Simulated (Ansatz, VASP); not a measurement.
## Cross-check of Sn between VASP and Ansatz

Wanted: the spread between two codes on one cell, functional and k mesh. Of the first pair: The cell is taken from a series of runs on this material, whose earlier steps may have relaxed, scaled, displaced or heated it; both programs get it as it stands.

Program: Ansatz 0.2.0. Level of theory: plane waves, with VASP 6.6.1 beside it; relaxation of cell and atoms at LDA and single point at LDA. Results are calculated unless marked as measured.

## (1) The starting structure

Symmetry: Fd-3m, No. 227, cubic system. Conventional cell: a = 6.467 Å, b = 6.467 Å, c = 6.467 Å, α = 90.00°, β = 90.00°, γ = 90.00°. Nearest to Sn lie 4 Sn at 2.80 Å.

Structure file:

```xyz
2
Lattice="0.0000 3.2333 3.2333 3.2333 0.0000 3.2333 3.2333 3.2333 0.0000" Properties=species:S:1:pos:R:3 pbc="T T T"
Sn    3.2333    3.2333    3.2333
Sn    4.8500    4.8500    4.8500
```

## (2) VASP: relaxation of cell and atoms, LDA

The relaxed volume is the usual yardstick between codes: in a stiff, nearly cubic crystal its relative difference is about their pressure difference at one cell divided by the bulk modulus.

Lines of VASP's logs that name or quote its potential files are left out, and so is its time.

Contents of INCAR:

```
SYSTEM = Sn
PREC = Accurate
ENCUT = 500
EDIFF = 1E-07
NELM = 120
ISMEAR = 0
SIGMA = 0.1
LREAL = .FALSE.
ALGO = Normal
GGA = CA
NBANDS = 20
LORBIT = 11
LWAVE = .FALSE.
LCHARG = .FALSE.
ISIF = 3
IBRION = 2
NSW = 80
EDIFFG = -0.005
LASPH = .TRUE.
GGA_COMPAT = .FALSE.
NELMIN = 4
KPAR = 2
```

Contents of POSCAR:

```
Sn
1.0
    0.0000000000      3.2333430000      3.2333430000
    3.2333430000      0.0000000000      3.2333430000
    3.2333430000      3.2333430000      0.0000000000
Sn
2
Direct
    0.5000000000      0.5000000000      0.5000000000
    0.7499999227      0.7499999227      0.7499999227
```

Contents of KPOINTS:

```
Automatic mesh
0
Gamma
12 12 12
0 0 0
```

PAW data sets: Sn_d (LDA family, release 64).

On the command line:

```sh
$ mpirun -np 2 vasp_std
```

Numbers of over 12 decimals in the logs are rounded to 6 here.

Log:

```text
[banner, memory and clock lines left out]
running    2 mpi-ranks, on    1 nodes
 distrk:  each k-point on    1 cores,    2 groups
 distr:  one band on    1 cores,    1 groups

 POSCAR found type information on POSCAR Sn
 POSCAR found :  1 types and       2 ions
 LDA part: xc-table for (Slater(with rela. corr.)+CA(PZ))
 , standard interpolation
 POSCAR, INCAR and KPOINTS ok, starting setup
 FFT: planning ... GRIDC
 FFT: planning ... GRID_SOFT
 FFT: planning ... GRID
 WAVECAR not read
 entering main loop
       N       E                     dE             d eps       ncg     rms          rms(c)
DAV:   1     0.222319921982E+03    0.22232E+03   -0.14839E+04  2888   0.200E+03
DAV:   2     0.144646746688E+02   -0.20786E+03   -0.20418E+03  2896   0.441E+02
DAV:   3    -0.830805767856E+01   -0.22773E+02   -0.22629E+02  3308   0.142E+02
DAV:   4    -0.904648015846E+01   -0.73842E+00   -0.73806E+00  3244   0.290E+01
DAV:   5    -0.907217930647E+01   -0.25699E-01   -0.25699E-01  3908   0.530E+00    0.336E+00
DAV:   6    -0.898481110530E+01    0.87368E-01   -0.44457E-02  3656   0.229E+00    0.188E+00
DAV:   7    -0.894181184512E+01    0.42999E-01   -0.62256E-02  2980   0.226E+00    0.147E-01
DAV:   8    -0.894239087019E+01   -0.57903E-03   -0.54053E-03  3320   0.820E-01    0.554E-02
DAV:   9    -0.894247973771E+01   -0.88868E-04   -0.17710E-04  3760   0.101E-01    0.144E-02
DAV:  10    -0.894247988377E+01   -0.14605E-06   -0.15968E-05  3884   0.484E-02    0.437E-03
DAV:  11    -0.894248030899E+01   -0.42522E-06   -0.12129E-06  3088   0.765E-03    0.173E-03
DAV:  12    -0.894248031157E+01   -0.25771E-08   -0.44305E-08  2304   0.194E-03
   1 F= -.89424803E+01 E0= -.89418896E+01  d E =-.894248E+01
 curvature:   0.00 expect dE= 0.000E+00 dE for cont linesearch  0.000E+00
 trial: gam= 0.00000 g(F)=  0.208E-41 g(S)=  0.301E-03 ort = 0.000E+00 (trialstep = 0.100E+01)
 search vector abs. value=  0.301E-03
 bond charge predicted
       N       E                     dE             d eps       ncg     rms          rms(c)
DAV:   1    -0.894937065617E+01   -0.68903E-02   -0.14361E-01  3340   0.623E+00    0.437E-01
DAV:   2    -0.894390093144E+01    0.54697E-02   -0.92955E-03  3724   0.160E+00    0.194E-01
DAV:   3    -0.894265609507E+01    0.12448E-02   -0.36490E-03  3844   0.951E-01    0.274E-02
DAV:   4    -0.894259303901E+01    0.63056E-04   -0.16641E-04  3212   0.159E-01    0.805E-03
DAV:   5    -0.894258658137E+01    0.64576E-05   -0.90533E-06  4044   0.312E-02    0.341E-03
DAV:   6    -0.894258576914E+01    0.81223E-06   -0.93187E-07  3020   0.125E-02    0.160E-03
DAV:   7    -0.894258567407E+01    0.95068E-07   -0.59926E-08  1732   0.180E-03
   2 F= -.89425857E+01 E0= -.89419853E+01  d E =-.105363E-03
 trial-energy change:   -0.000105  1 .order   -0.000094   -0.000301    0.000112
 step:   0.7579(harm=  0.7287)  dis= 0.00000  next Energy=    -8.942599 (dE=-0.119E-03)
 bond charge predicted
       N       E                     dE             d eps       ncg     rms          rms(c)
DAV:   1    -0.894299737008E+01   -0.41160E-03   -0.83719E-03  3336   0.149E+00    0.106E-01
DAV:   2    -0.894267535348E+01    0.32202E-03   -0.54935E-04  3720   0.389E-01    0.469E-02
DAV:   3    -0.894260235952E+01    0.72994E-04   -0.21148E-04  3828   0.229E-01    0.673E-03
DAV:   4    -0.894259862316E+01    0.37364E-05   -0.95424E-06  3172   0.378E-02    0.192E-03
DAV:   5    -0.894259825896E+01    0.36420E-06   -0.49678E-07  3316   0.727E-03    0.844E-04
DAV:   6    -0.894259821514E+01    0.43815E-07   -0.94093E-08  1616   0.469E-03
   3 F= -.89425982E+01 E0= -.89420001E+01  d E =-.117904E-03
 curvature:  -0.36 expect dE=-0.186E-08 dE for cont linesearch -0.186E-08
 trial: gam=-0.00413 g(F)=  0.142E-40 g(S)=  0.518E-08 ort = 0.125E-05 (trialstep = 0.952E+00)
 search vector abs. value=  0.100E-09
 reached required accuracy - stopping structural energy minimisation
```

OUTCAR, selected parts (step 2):

```text
ion  position               nearest neighbor table
   1  0.500  0.500  0.500-   2 2.80   2 2.80   2 2.80   2 2.80
   2  0.750  0.750  0.750-   1 2.80   1 2.80   1 2.80   1 2.80

  LATTYP: Found a face centered cubic cell.
 ALAT       =     6.4666860000

 Subroutine GETGRP returns: Found 48 space group operations
 (whereof 24 operations were pure point group operations)

The static configuration has the point symmetry T_d .
 The point group associated with its full space group is O_h .

 Found     72 irreducible k-points:

   k-points           NKPTS =     72   k-points in BZ     NKDIM =     72   number of bands    NBANDS=     20

   dimension x,y,z NGX =    36 NGY =   36 NGZ =   36
   dimension x,y,z NGXF=    72 NGYF=   72 NGZF=   72

   ENCUT  =  500.0 eV  36.75 Ry    6.06 a.u.   8.34  8.34  8.34*2*pi/ulx,y,z

   NELECT =      28.0000    total number of electrons

 k-points in reciprocal lattice and weights: Automatic mesh
   0.00000000  0.00000000  0.00000000       0.001
   0.08333333  0.00000000  0.00000000       0.005
   0.16666667  0.00000000  0.00000000       0.005
   0.25000000  0.00000000  0.00000000       0.005
   0.33333333  0.00000000  0.00000000       0.005
   0.41666667  0.00000000  0.00000000       0.005
   0.50000000  0.00000000  0.00000000       0.002
   0.08333333  0.08333333  0.00000000       0.003
   0.16666667  0.08333333  0.00000000       0.014
[...]
-0.33333333  0.50000000  0.16666667       0.007
  -0.25000000  0.50000000  0.25000000       0.003

 average (electrostatic) potential at core
       1-101.3288       2-101.3288

 E-fermi :   5.4261

 k-point     1 :       0.0000    0.0000    0.0000
  band No.  band energies     occupation
    ...
      8     -15.8059      2.00000
      9     -15.7952      2.00000
     10     -15.7952      2.00000
     11      -5.2537      2.00000
     12       4.6945      2.00000
     13       5.5276      0.15102
     14       5.5276      0.15097
     15       5.5276      0.15097
     16       7.5896      0.00000
     17       7.5896      0.00000
    ...

 k-point     2 :       0.0833    0.0000    0.0000
  band No.  band energies     occupation
    ...
     10     -15.7830      2.00000
     11      -5.1859      2.00000
     12       3.8348      2.00000
     13       5.3843      1.44512
     14       5.3843      1.44502
     15       5.9211      0.00000
     16       7.7723      0.00000
     17       7.7723      0.00000
     18       7.8757      0.00000
     19      10.6836      0.00000
    ...

 k-point     3 :       0.1667    0.0000    0.0000
  band No.  band energies     occupation
    ...
     10     -15.7695      2.00000
     11      -4.9852      2.00000
     12       2.5789      2.00000
     13       5.0794      2.00000
     14       5.0794      2.00000
     15       5.9343      0.00000
     16       8.1580      0.00000
     17       8.1580      0.00000
     18       8.7509      0.00000
     19      11.4557      0.00000
    ...

  Total        0.0002674      0.0002674      0.0002674      0.0000000      0.0000000      0.0000000
  in kB        0.0063153      0.0063153      0.0063153      0.0000000      0.0000000      0.0000000
  external PRESSURE =       0.0063153 kB  Pullay stress =       0.0000000 kB

  energy-cutoff  :      500.00
  volume of cell :       67.85
      direct lattice vectors                 reciprocal lattice vectors
     0.000000000  3.237154168  3.237154168    -0.154456654  0.154456654  0.154456654
     3.237154168  0.000000000  3.237154168     0.154456654 -0.154456654  0.154456654
     3.237154168  3.237154168  0.000000000     0.154456654  0.154456654 -0.154456654

 POSITION                                       TOTAL-FORCE (eV/Angst)
 -----------------------------------------------------------------------------------
      3.23715      3.23715      3.23715         0.000000      0.000000      0.000000
      4.85573      4.85573      4.85573        -0.000000     -0.000000     -0.000000
 -----------------------------------------------------------------------------------
    total drift:                               -0.000077     -0.000077     -0.000153

  FREE ENERGIE OF THE ION-ELECTRON SYSTEM (eV)
  ---------------------------------------------------
  free  energy   TOTEN  =        -8.9425982151 eV

  energy  without entropy=       -8.9414018965  energy(sigma->0) =       -8.94200006

 reached required accuracy - stopping structural energy minimisation

 total charge
# of ion       s       p       d       tot
------------------------------------------
    1        1.177   1.224   9.968  12.369
    2        1.177   1.224   9.968  12.369
--------------------------------------------------
tot          2.354   2.448  19.936  24.739

[... 3 further parts left out ...]
```

CONTCAR:

```
Sn
   1.00000000000000
     0.0000000000000000    3.2371541680899840    3.2371541680899840
     3.2371541680899840    0.0000000000000000    3.2371541680899840
     3.2371541680899840    3.2371541680899840    0.0000000000000000
  Sn
     2
Direct
     0.5000000000000000    0.5000000000000000    0.5000000000000000
     0.7499999226999989    0.7499999226999989    0.7499999226999989
```

## (3) Ansatz: relaxation of cell and atoms, LDA

Ansatz runs on its PAW soft_1 files.

The same cell, functional (in two slightly different forms), mesh and smearing now go to Ansatz, which takes its cutoff from its data sets.

Contents of input.yaml:

```yaml
crystal:
  lattice:
    - [0.0, 3.2333428, 3.2333428]
    - [3.2333428, 0.0, 3.2333428]
    - [3.2333428, 3.2333428, 0.0]
  atoms:
    - { symbol: Sn, position: [0.5, 0.5, 0.5] }
    - { symbol: Sn, position: [0.75, 0.75, 0.75] }
kpoints:
  mp_grid: { grid: [12, 12, 12] }
hamiltonian:
  xc: lda
  pseudopotentials: { kind: paw, azcp: { folder: soft_1 }, xc_functional: pbe }
scf:
  occupations: { method: gaussian, width: 0.1 }
output:
  forces: true
  stress: true
  eigenvalues: true
relax:
  adjacent_minimum: "off"
  f_tol: 0.005
  max_steps: 80
  cell: { stress_tol: 0.05 }
```

On the command line:

```sh
$ ansatz run input.yaml --threads 4 --pin off --max-ram 10240MiB --backend cpu --events-out ev --progress --plain --runs-dir out
```

Log:

```text
Engine: ansatz 0.2.0, x86_64-unknown-linux-gnu
Pseudopotentials: kind: paw
Pseudopotential: Sn, paw, valence charge 14, recommended cutoff 420 eV (normal), soft_1/Sn.paw.azcp
Functional definition: SPW92
  exchange = slater_x
  correlation = pw_c
Crystal: 2 atoms, lattice volume = 67.606 Å³
Basis set: ecut = 420 eV, 1363 PW (Γ)
Bands: 18, of which v1, the nominal top of the filled ones, is band 14 counted from 1 (13 counted from 0)
Symmetry: 48 space group operations
Space group: Fd-3m (ITA 227), of the structure as read, at distance tolerance 4.1e-5 Å
k-points: 72 of 1728
Non-local potential: Sn, projectors of the file, l = 0: 2, l = 1: 2, l = 2: 2, l = 3: 1
PAW form: soft (Blöchl's): semilocal exchange-correlation on the pseudo side does not see the compensation charge
PAW frozen core: Sn, regenerated for the run's functional, and the local potential with it (the file was generated under x = pbe(κ = 0.804, μ = 0.219515), c = pbe(β = 0.066725))
PAW one-centre angular grid: Sn, 590 points (default); XC on 64 Gauss nodes
Initial density: superposition of atomic densities (chi_scale 0.1, normalization cell)
Initial wavefunctions: pseudopotential atomic-orbital guess
Functional: x = slater, c = lda
SCF iter   1: F=—  HF=-11759.280406 eV  |F-HF|=—  |Δ(HF+E_count)|=         —  Δρ=2.28e-2  dr2=3.91e-1  ethr=3.10e-3  ⟨swp⟩=6.0  Hψ=6983  notcnv=0
preconditioner: auto → Kerker (q_TF=auto, 2.356 Å⁻¹)  [metal: Δε(μ)=0.044 eV  Ē_g=19.977 eV  σ=0.100 eV  W_gap=0.24  n_scr=14 (ndim 8)  ℏωp=23.9 eV  f_vac=0.003  D(μ)=0.17/eV (n_scr^D=0)]
SCF iter   2: F=—  HF=-11759.202740 eV  |F-HF|=—  |Δ(HF+E_count)|=   7.77e-2  Δρ=1.44e-2  dr2=1.84e-1  ethr=1.40e-3  ⟨swp⟩=2.0  Hψ=2134  notcnv=0
SCF iter   3: F=—  HF=-11759.151753 eV  |F-HF|=—  |Δ(HF+E_count)|=   5.10e-2  Δρ=3.13e-3  dr2=1.77e-2  ethr=6.57e-4  ⟨swp⟩=2.3  Hψ=1689  notcnv=0
SCF iter   4: F=—  HF=-11759.149216 eV  |F-HF|=—  |Δ(HF+E_count)|=   2.54e-3  Δρ=1.57e-3  dr2=3.05e-3  ethr=6.31e-5  ⟨swp⟩=2.0  Hψ=1571  notcnv=0
SCF iter   5: F=—  HF=-11759.149366 eV  |F-HF|=—  |Δ(HF+E_count)|=   1.50e-4  Δρ=2.55e-4  dr2=5.02e-5  ethr=1.09e-5  ⟨swp⟩=2.0  Hψ=1584  notcnv=0
SCF iter   6: F=—  HF=-11759.149384 eV  |F-HF|=—  |Δ(HF+E_count)|=   1.84e-5  Δρ=5.01e-5  dr2=1.38e-6  ethr=1.79e-7  ⟨swp⟩=2.0  Hψ=1600  notcnv=0
SCF iter   7: F=-11759.149386 eV  HF=-11759.149386 eV  |F-HF|=5.59e-8  |Δ(HF+E_count)|=   1.68e-6  Δρ=8.06e-6  dr2=3.03e-8  ethr=3.57e-10  ⟨swp⟩=5.7  Hψ=7255  notcnv=0
SCF 1 converged in 7 iterations: F = -11759.149386 eV  dr2 = 3.03e-8
  greatest PAW one-centre occupation: 0.992 electrons in one spin orbital (limit 2), on the Sn atom at site 1 (counted from 0), in its partial waves of l = 2
relax step   1: F+E_penalty+E_count = -11759.14938590 eV  Δ(F+E_penalty+E_count) = +0.000e0 eV  max|allowed force component| = 5.782e-19 eV/Å  Δτ_max = 0.0000 Å  P = +0.141 GPa  Ω = 67.606 Å³  (7 SCF iters, dr2 threshold 1.00e-7 eV, accepted)
[...]
relax step   2: F+E_penalty+E_count = -11759.14943039 eV  Δ(F+E_penalty+E_count) = -4.449e-5 eV  max|allowed force component| = 4.626e-17 eV/Å  Δτ_max = 0.0000 Å  P = -0.083 GPa  Ω = 67.945 Å³  energy of the carried Pulay correction = -1.559e-5 eV  (3 SCF iters, dr2 threshold 4.98e-8 eV, accepted)
[...]
relax step   3: F+E_penalty+E_count = -11759.14946904 eV  Δ(F+E_penalty+E_count) = -3.865e-5 eV  max|allowed force component| = 5.551e-17 eV/Å  Δτ_max = 0.0000 Å  P = -0.000 GPa  Ω = 67.819 Å³  energy of the carried Pulay correction = -9.804e-6 eV  (3 SCF iters, dr2 threshold 1.73e-8 eV, accepted)
[...]
relax step   4: F+E_penalty+E_count = -11759.14947724 eV  Δ(F+E_penalty+E_count) = -8.204e-6 eV  max|allowed force component| = 1.388e-17 eV/Å  Δτ_max = 0.0000 Å  P = -0.000 GPa  Ω = 67.819 Å³  stress off target by 3.85e-4 GPa  SCF on the basis re-selected at this cell (its energy is not comparable with the rows above)  (3 SCF iters)
basis re-selected at this cell: Δ(F+E_penalty+E_count) = -8.204e-6 eV, ΔP = +0.000 GPa vs the last step (what re-selecting the basis moved, of the pressure what is left beyond the Pulay correction that the steps carried, after the strain that the cell walked since its last selection, with what the two solves' SCF thresholds leave and, on support functions, any second-order correction that the steps lacked; it is no m [...]
SCF converged after 3 iterations
Free energy (F): -11759.149477 eV
Harris-Foulkes:  -11759.149477 eV  (|F-HF|=9.09e-12)
Internal energy: -11759.148248 eV  (E = F + TS)
E sigma→0 (E₀):  -11759.148863 eV
Entropy (-TS):   -0.001229 eV (-0.614 meV/atom)
Fermi energy:    7.622290 eV
--- Per-component energies (eV) ---
  E_band       = -252.383660
  E_kinetic    = 339.290414
  E_local      = -2620.407458  (includes V_loc(G=0)·N_el)
  E_nonlocal   = 299.015727
  E_hartree    = 1272.102517
  E_xc         = -250.079644
  E_vxc        = -162.400060  (∫ρ·V_xc dr)
  E_paw        = -8451.357611  (= ΣΔE_a)
  E_vpaw       = -652.087650  (= ΣTr[D̂ρ^β])
  E_aug_tail   = 0.000541  (compensation charges beyond the density's cutoff)
  E_ewald      = -2348.562516
  E_core_change = 0.849782  (= ΣΔE_core)
  E_smearing   = -0.001229  (= −TS)
  E_closure    = 0.000000  (closes the sum)
  Σ components = -11759.149477   (vs F -11759.149477, Δ=0.00e0)
--- Forces (eV/Å), atoms counted from 1 ---
  atom   1  Sn     0.00000000     0.00000000    -0.00000000
  atom   2  Sn     0.00000000    -0.00000000     0.00000000
  max |Σ_I F_I| component: 4.63e-17 eV/Å
--- Stress (GPa, compression-positive) ---
       -0.000385      -0.000000      -0.000000
       -0.000000      -0.000385       0.000000
       -0.000000      -0.000000      -0.000385
  P = ⅓ Tr σ = -0.0004 GPa (-0.004 kbar)
--- Band table (eV; the first three rows and the last of 72) ---
  k-point 0: bands = [... 10 lower, -3.0722, 6.8404, 7.7319, 7.7319, 7.7319, 9.7968, 9.7968, 9.7968]
  k-point 1: bands = [... 10 lower, -3.0044, 6.0031, 7.5887, 7.5887, 8.1052, 9.9793, 9.9793, 10.0793]
  k-point 2: bands = [... 10 lower, -2.8040, 4.7554, 7.2839, 7.2839, 8.1160, 10.3648, 10.3648, 10.9468]
  k-point 71: bands = [... 10 lower, 0.0963, 0.0963, 4.5685, 4.5685, 11.0242, 11.0242, 11.6458, 11.6458]
--- Relaxed structure (3 steps of the walk, 3 accepted, 1 SCFs on fresh bases) ---
  F+E_penalty+E_count = -11759.14947724 eV   max|allowed force component| = 1.388e-17 eV/Å   (the final SCF, on the basis selected at the relaxed cell)
  cell:  # Å, volume = 67.8187 Å³
    - [0, 3.236730, 3.236730]
    - [3.236730, 0, 3.236730]
    - [3.236730, 3.236730, 0]
  atoms:
    - { symbol: Sn, position: [0.5, 0.5, 0.5] }
    - { symbol: Sn, position: [0.750000, 0.750000, 0.750000] }
```

## (4) Side by side

Known differences besides the potentials themselves: the two LDA forms differ slightly; the cutoff is 420 eV in Ansatz and 500 eV in VASP; VASP's log shows a relativistic correction to its local exchange, Ansatz's none; Ansatz adds a Pulay correction to the stress that steers its cell, VASP none. Total energies have different zeros and are not compared.

Both answers:

| quantity | Ansatz | VASP | difference |
| --- | --- | --- | --- |
| volume (Å³) | 67.82 | 67.85 | -0.04 % |
| edge a after relaxation, in the typed setting (Å) | 4.577 | 4.578 | -0.01 % |

## (5) Ansatz: relaxation, LDA

This run makes the geometry at which the two programs are then compared.

The structure compared here is the end of the Ansatz relaxation.

input.yaml, the sections that differ from step 3:

```yaml
crystal:
  lattice:
    - [0.0, 3.3338316775, 3.1689078659]
    - [3.3338316775, 0.0, 3.1689078659]
    - [3.3338316775, 3.3338316775, 0.0]
  atoms:
    - { symbol: Sn, position: [0.5, 0.5, 0.5] }
    - { symbol: Sn, position: [0.75, 0.75, 0.75] }
  conventional_axes: [[-1, 1, 1], [1, -1, 1], [1, 1, -1]]
scf:
  occupations: { method: methfessel_paxton, width: 0.2 }
relax:
  adjacent_minimum: "off"
  f_tol: 0.001
  max_steps: 60
  cell: { stress_tol: 0.01, fix: [a, b, gamma] }
# kpoints, hamiltonian, output: as in step 3
```

Log:

```text
[...]
Crystal: 2 atoms, lattice volume = 70.441 Å³
Basis set: ecut = 420 eV, 1403 PW (Γ)
Bands: 18, of which v1, the nominal top of the filled ones, is band 14 counted from 1 (13 counted from 0)
Symmetry: 16 space group operations
[...]
k-points: 163 of 1728
[...]
k-point 162: bands = [... 10 lower, -0.0722, -0.0722, 4.7005, 4.7005, 7.8473, 7.8473, 14.8639, 14.8639]
--- Relaxed structure (2 steps of the walk, 2 accepted, 1 SCFs on fresh bases) ---
[...]
cell:  # Å, volume = 69.6719 Å³
    - [0.0, 3.3338316775, 3.134299]
    - [3.3338316775, 0.0, 3.134299]
    - [3.3338316775, 3.3338316775, 0.0]
  atoms:
    - { symbol: Sn, position: [0.500000, 0.500000, 0.500000] }
    - { symbol: Sn, position: [0.75, 0.75, 0.750000] }
[key lines of the parts left out:]
SCF converged after 6 iterations
Free energy (F): -11759.126251 eV
Fermi energy:    7.264123 eV
P = ⅓ Tr σ = -1.1626 GPa (-11.626 kbar)
```

(Part 1 of 2 ends here.)

[Lines on the potential files, build, host, timing and source positions are cut from VASP's logs without a mark.]

[Logs are printed without paths, hosts, clocks, repeated set-up lines and the standing remarks that a program may print on its own settings, such as how far it seeks lower states.]

[Hosts, paths, dates, database ids (printed as entryN), source tags and the programs' standing remarks are cut or masked in the printed files.]
